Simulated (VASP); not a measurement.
```
CELL_PARAMETERS angstrom
      4.89445     0.00000     0.00000
      0.00000     4.89445     0.00000
      0.00000     0.00000     4.89445
ATOMIC_POSITIONS crystal
  Dy 0.00000 0.00000 0.00000
  Ho 0.00000 0.50000 0.50000
  Ho 0.50000 0.00000 0.50000
  Ho 0.50000 0.50000 0.00000
```

These are PBEsol GGA, VASP's PBE PAW potentials (set 64) (plane waves; VASP 6.6.1) values and carry that method's errors. Numerical set-up: 400 eV cut-off, Gaussian smearing of 0.050 eV, potentials Dy_3 Ho_3.

The 4f electrons are frozen in the core of the lanthanide potential, so 4f levels, which can set the real gap, and their magnetism are missing.

### Question
Give the energies of bands 13 to 21 at the high-symmetry points, in eV from the Fermi level.

### Answer

```csv
band,Γ,X,M,R
13,-5.41,-3.31,-1.80,-2.44
14,-2.17,-3.27,-1.75,-2.44
15,-2.17,-0.92,-1.75,-2.44
16,-2.13,-0.88,-1.67,-2.32
17,-1.14,0.06,0.38,1.05
18,-1.14,0.08,0.38,1.14
19,-1.14,0.34,0.39,1.14
20,1.99,0.34,0.46,1.14
21,1.99,0.40,0.62,1.77
```

It has no gap at this level: it comes out as a metal or semimetal.

The structure comes from a computed database's DyHo3 entry (Pm-3m); how it stands against other phases isn't given here. It was relaxed first, which changed the volume by -6 %.
